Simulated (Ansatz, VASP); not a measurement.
# CeC: VASP beside Ansatz

Contents of INCAR:

```
SYSTEM = CeC
  PREC = Accurate
  ENCUT = 520
  EDIFF = 1E-6
  ISMEAR = 0
  SIGMA = 0.05
  LREAL = .FALSE.
  LASPH = .TRUE.
  NELM = 100
  ALGO = Normal
  ISIF = 2
  LWAVE = .FALSE.
  LCHARG = .FALSE.
  GGA = PS
  NBANDS = 15
```

File KPOINTS:

```
regular mesh
0
G
  10 10 10
  0 0 0
```

Contents of POSCAR:

```
CeC
1.0
    3.0552484949      0.0000000000      0.0000000000
    0.0000000000      3.0552484949     -0.0152762425
    0.0000000000     -0.0152762425      3.0552484949
Ce C
1 1
Direct
    0.0000000000      0.0000000000      0.0000000000
    0.5000000000      0.5000000000      0.5000000000
```

Input for Ansatz:

```yaml
crystal:
  lattice:
    - [3.0552484949, 0.0, 0.0]
    - [0.0, 3.0552484949, -0.0152762425]
    - [0.0, -0.0152762425, 3.0552484949]
  atoms:
    - { symbol: Ce, position: [0.0, 0.0, 0.0] }
    - { symbol: C, position: [0.5, 0.5, 0.5] }
basis:
  ecutwfc: 420
  ecutrho_ratio: 4
kpoints:
  mp_grid: { grid: [10, 10, 10] }
hamiltonian:
  xc: pbesol
scf:
  occupations: { method: gaussian, width: 0.05 }
output:
  forces: true
  stress: true
  eigenvalues: true
```

Change from the starting cell: strain e4 = -0.01, atoms carried along.

Alike in both runs: task single point; functional PBEsol; k mesh 10 × 10 × 10; occupations gaussian, width 0.05 eV; no spin polarisation.

|  | VASP | Ansatz |
| --- | --- | --- |
| version | VASP 6.6.1 | Ansatz 0.2.0 |
| potentials or method | VASP PAW PBE potentials, release 64 (Ce, C) | scalar-relativistic, plane waves, PAW |
| plane-wave cutoff (eV) | 520 | 420 |
| valence electrons in the cell | 16 | 16 |

```csv
,VASP,Ansatz,Ansatz less VASP
gap on the k mesh at the Fermi level (eV),none,none,-
pressure (GPa),0.0,0.0,+0.05
largest component of the traceless stress (GPa),1.21,1.21,-0.007
```

A gap of «none» marks a metal or a gap that the smearing closes.

Caveats: the PAW data sets were made with another functional, which shifts forces and pressure a little (VASP); without U or exact exchange the open f shell lies at the Fermi level, which spoils levels, moments and volumes. Spin polarisation is off, so any magnetic state and its effect on volume and gap are missing. The runs have no spin-orbit coupling, so splittings on Ce are missing.
